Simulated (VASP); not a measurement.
Given:

```
CELL_PARAMETERS angstrom
      0.00000     2.95319     2.95319
      2.95319     0.00000     2.95319
      2.95319     2.95319     0.00000
ATOMIC_POSITIONS crystal
  Hg 0.00000 0.00000 0.00000
  S  0.25000 0.25000 0.25000
```

Level of theory: AM05 GGA, VASP's PBE PAW potentials (set 64) (plane waves; VASP). Run with 520 eV cut-off, 12×12×12 Γ-centred mesh, tetrahedra with Blöchl corrections, potentials Hg S.

Unless said otherwise, spin-orbit coupling is left out, though it shifts the bands of the heavy elements here.

**Question.** Tabulate the total density of states (states/eV per cell) against energy (eV; zero at the valence-band maximum or, without a gap, the Fermi level).

**Answer.** 
```
E (eV) | DOS (states/eV)
    -9.98 |  0.00
    -9.62 |  0.00
    -9.26 |  0.00
    -8.90 |  0.00
    -8.66 |  0.00
    -8.30 |  0.00
    -7.94 |  0.00
    -7.58 |  0.00
    -7.22 |  0.00
    -6.86 | ################### 6.87
    -6.50 | ################ 5.68
    -6.14 | ############################## 10.8
    -5.90 | ######## 2.85
    -5.54 | #### 1.53
    -5.18 | # 0.21
    -4.82 | ###### 1.99
    -4.46 | ### 0.93
    -4.10 | ## 0.62
    -3.74 | # 0.47
    -3.38 | # 0.36
    -3.14 | # 0.30
    -2.78 | # 0.48
    -2.42 | #### 1.54
    -2.06 | ###### 2.21
    -1.70 | ###### 2.06
    -1.34 | ###### 1.99
    -0.98 | ##### 1.92
    -0.62 | ### 0.92
    -0.38 | ## 0.59
    -0.02 |  0.05
     0.34 |  0.01
     0.70 |  0.04
     1.06 |  0.10
     1.42 | # 0.20
     1.78 | ## 0.61
     2.14 | ## 0.69
     2.38 | ## 0.78
     2.74 | ### 0.94
     3.10 | #### 1.45
     3.46 | ## 0.74
```
Within 2 eV below the Fermi level the largest weight inside VASP's projection spheres is S p, then Hg d.

The compound is HgS in the zinc blende structure, metacinnabar; cinnabar is the stable form. It was relaxed first.
